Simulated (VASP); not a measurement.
An input for Ansatz (written as the equivalent of a VASP run, and not itself run):

Ansatz 0.2 input:
```yaml
crystal:
  lattice:
    - [0.0000000, 2.4400000, 2.4400000]
    - [2.4400000, 0.0000000, 2.4400000]
    - [2.4400000, 2.4400000, 0.0000000]
  atoms:
    - { symbol: Y, position: [0.0000000, 0.0000000, 0.0000000] }
    - { symbol: N, position: [0.5000000, 0.5000000, 0.5000000] }
kpoints:
  mp_grid: { grid: [8, 8, 8] }
hamiltonian:
  xc: pbe
  pseudopotentials: { kind: paw }
scf:
  occupations: { method: gaussian, width: 0.05 }
  max_iter: 100
output: { forces: true, stress: true, eigenvalues: true }
```

Q: Write the VASP files for the same calculation (PBE).

A: Several could match; the one computed here: 
File POSCAR:
```
YN
2.440
  0.0000000000   1.0000000000   1.0000000000
  1.0000000000   0.0000000000   1.0000000000
  1.0000000000   1.0000000000   0.0000000000
Y N
1 1
Direct
  0.0000000000   0.0000000000   0.0000000000
  0.5000000000   0.5000000000   0.5000000000
```

### KPOINTS
```
Automatic mesh
0
Gamma
8 8 8
0 0 0
```

INCAR:
```
# general
SYSTEM   =  YN
PREC     =  Normal
ENCUT    =  520
LREAL    =  .FALSE.   # projection in real space or not
LASPH    =  .TRUE.

# electronic loop
EDIFF    =  1E-6
NELM     =  100   # most electronic steps
ALGO     =  Normal
LMAXMIX  =  4   # l cut-off of mixed one-centre charges

# smearing
ISMEAR   =  0   # Gaussian
SIGMA    =  0.05   # width (eV)

# functional
GGA      =  PE   # PBE

# ions
ISIF     =  2   # forces and stress, cell fixed

# output
LWAVE    =  .FALSE.
LCHARG   =  .FALSE.
```

POTCAR, in this order: Y_sv N (PBE.64 set). Program: vasp_std.

What does not carry over: each code has its own PAW files, so the cut-off isn't converted (ENCUT is set for VASP's; basis.ecutwfc is left out, and Ansatz then takes the one that its files recommend); Ansatz stops its SCF on the density residual and VASP on the energy change (EDIFF).

The compound is YN in the rock salt structure. The cell was not relaxed at this level. The run is one of a series of settings (PREC = Normal against the base run), some of them coarse on purpose.
